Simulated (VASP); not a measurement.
TaC (rock salt): the formation energy from VASP (plane waves, PAW) at several levels of theory. The references are the elements' solids at the same level; no temperature or zero-point terms are added.   Without a dispersion term in the relaxation, distances and binding between the weakly bound layers, chains or molecules are unreliable, and so is what depends on them.

```tsv
level	formation energy (eV/atom)
LDA	-0.677
PBE	-0.582
PBEsol	-0.664
```

The cell of the LDA run:

```cif
data_C4Ta4
_chemical_formula_sum 'Ta4 C4'
_space_group_name_H-M_alt 'Fm-3m'
_space_group_IT_number 225
_space_group_name_Hall '-F 4 2 3'
_cell_length_a 4.42139
_cell_length_b 4.42139
_cell_length_c 4.42139
_cell_angle_alpha 90.000
_cell_angle_beta 90.000
_cell_angle_gamma 90.000
loop_
_atom_site_label
_atom_site_type_symbol
_atom_site_symmetry_multiplicity
_atom_site_Wyckoff_symbol
_atom_site_fract_x
_atom_site_fract_y
_atom_site_fract_z
_atom_site_occupancy
Ta1 Ta 4 a 0.00000 0.00000 0.00000 1
C1 C 4 b 0.50000 0.50000 0.50000 1
```
(The calculation used a cell of 2 atoms; values per cell refer to that cell.)

Only levels that ran to the end are used. Left out are those held back, those with too coarse a band path, GW runs whose mesh misses a band edge, hybrids' fits of cells that aren't cubic and levels without matching references; a question may draw on a part of the rest.
